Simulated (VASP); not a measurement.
Wanted: the native input for a VASP 6.6.1 run.

- Task: band structure
- Functional: RPBE
- Potentials or basis: VASP PAW PBE potentials, release 64 (H, Pb_d, N, O)
- Cutoff: 520 eV
- k mesh: 6 × 5 × 4
- Occupations: fermi-dirac, width 0.05 eV
- Spin: no spin polarisation
- Further INCAR settings: ALGO = Normal; EDIFF = 1e-06

HPbNO4:

```
CELL_PARAMETERS angstrom
5.04743 0.00000 0.00000
0.00000 5.77347 0.00000
0.00000 0.00000 7.47267
ATOMIC_POSITIONS crystal
H 0.00000 0.50000 0.18768
H 0.50000 0.00000 0.81232
Pb 0.50000 0.50000 0.96690
Pb 0.00000 0.00000 0.03310
N 0.00000 0.00000 0.63549
N 0.50000 0.50000 0.36451
O 0.00000 0.50000 0.05703
O 0.50000 0.00000 0.94297
O 0.00000 0.19148 0.72732
O 0.00000 0.80852 0.72732
O 0.00000 0.00000 0.47047
O 0.50000 0.69148 0.27268
O 0.50000 0.30852 0.27268
O 0.50000 0.50000 0.52953
```

The cell was built by a generator and needn't be a form met in nature.

The input as run:

POSCAR

```
HPbNO4                                  
1.0
    5.0474280039      0.0000000000      0.0000000000
    0.0000000000      5.7734738691      0.0000000000
    0.0000000000      0.0000000000      7.4726738194
  H               Pb              N               O             
     2     2     2     8
Direct
     0.0000000000000000    0.5000000000000000    0.1876839822118011
     0.5000000000000000    0.0000000000000000    0.8123160177881988
     0.5000000000000000    0.5000000000000000    0.9668954875776407
     0.0000000000000000    0.0000000000000000    0.0331045124223598
     0.0000000000000000    0.0000000000000000    0.6354883959407344
     0.5000000000000000    0.5000000000000000    0.3645116040592657
     0.0000000000000000    0.5000000000000000    0.0570292787735755
     0.5000000000000000    0.0000000000000000    0.9429707212264246
     0.0000000000000000    0.1914836573515430    0.7273188088175149
     0.0000000000000000    0.8085163426484570    0.7273188088175149
     0.0000000000000000    0.0000000000000000    0.4704729144868565
     0.5000000000000000    0.6914836573515430    0.2726811911824853
     0.5000000000000000    0.3085163426484572    0.2726811911824853
     0.5000000000000000    0.5000000000000000    0.5295270855131433
```

INCAR.step1

```
ALGO = Normal
EDIFF = 1E-6
ENCUT = 520
GGA = RP
ISIF = 2
ISMEAR = -1
KPAR = 4
LASPH = T
LCHARG = T
LREAL = F
LWAVE = F
NELM = 60
PREC = Accurate
SIGMA = 0.05
```

KPOINTS.step1

```
k-points
0
Gamma
  6 5 4
```

INCAR.step2

```
ALGO = Normal
EDIFF = 1E-6
ENCUT = 520
GGA = RP
ICHARG = 11
ISIF = 2
ISMEAR = 0
KPAR = 4
LASPH = T
LCHARG = F
LREAL = F
LWAVE = F
NELM = 60
PREC = Accurate
SIGMA = 0.05
```

KPOINTS.step2

```
path GXSYGZURTZ,YT,UX,SR
20
line-mode
reciprocal
 0.0000000000  0.0000000000  0.0000000000  G
 0.5000000000  0.0000000000  0.0000000000  X

 0.5000000000  0.0000000000  0.0000000000  X
 0.5000000000  0.5000000000  0.0000000000  S

 0.5000000000  0.5000000000  0.0000000000  S
 0.0000000000  0.5000000000  0.0000000000  Y

 0.0000000000  0.5000000000  0.0000000000  Y
 0.0000000000  0.0000000000  0.0000000000  G

 0.0000000000  0.0000000000  0.0000000000  G
 0.0000000000  0.0000000000  0.5000000000  Z

 0.0000000000  0.0000000000  0.5000000000  Z
 0.5000000000  0.0000000000  0.5000000000  U

 0.5000000000  0.0000000000  0.5000000000  U
 0.5000000000  0.5000000000  0.5000000000  R

 0.5000000000  0.5000000000  0.5000000000  R
 0.0000000000  0.5000000000  0.5000000000  T

 0.0000000000  0.5000000000  0.5000000000  T
 0.0000000000  0.0000000000  0.5000000000  Z

 0.0000000000  0.5000000000  0.0000000000  Y
 0.0000000000  0.5000000000  0.5000000000  T

 0.5000000000  0.0000000000  0.5000000000  U
 0.5000000000  0.0000000000  0.0000000000  X

 0.5000000000  0.5000000000  0.0000000000  S
 0.5000000000  0.5000000000  0.5000000000  R
```

Potentials or basis: VASP PAW PBE potentials, release 64 (H, Pb_d, N, O).

Run with:

```sh
$ cat potpaw_PBE.64/H/POTCAR potpaw_PBE.64/Pb_d/POTCAR potpaw_PBE.64/N/POTCAR potpaw_PBE.64/O/POTCAR > POTCAR
$ cp INCAR.step1 INCAR
$ cp KPOINTS.step1 KPOINTS
$ mpirun -np 4 vasp_std > vasp.out
$ cp INCAR.step2 INCAR
$ cp KPOINTS.step2 KPOINTS
$ mpirun -np 4 vasp_std > vasp.out
```

It gave:

The band gap on the k mesh is 2.84 eV, indirect (least direct gap 2.98 eV) and the band gap along the path is 2.74 eV, indirect (least direct gap 2.85 eV).

Caveat: the log is that of the step along the path at fixed density, whose energy, stress, charges and moments have no meaning; the standard files for N, O and F lose accuracy on very short bonds; spin-orbit coupling is left out, which as a rule narrows the gap of such compounds by several tenths of an eV; the mesh misses the band edges, which the band path finds closer together.

Wall time 4.8 min on 4 MPI ranks on Intel(R) Xeon(R) 6975P-C (Granite Rapids) (shared host), peak memory 1.9 GiB a rank.
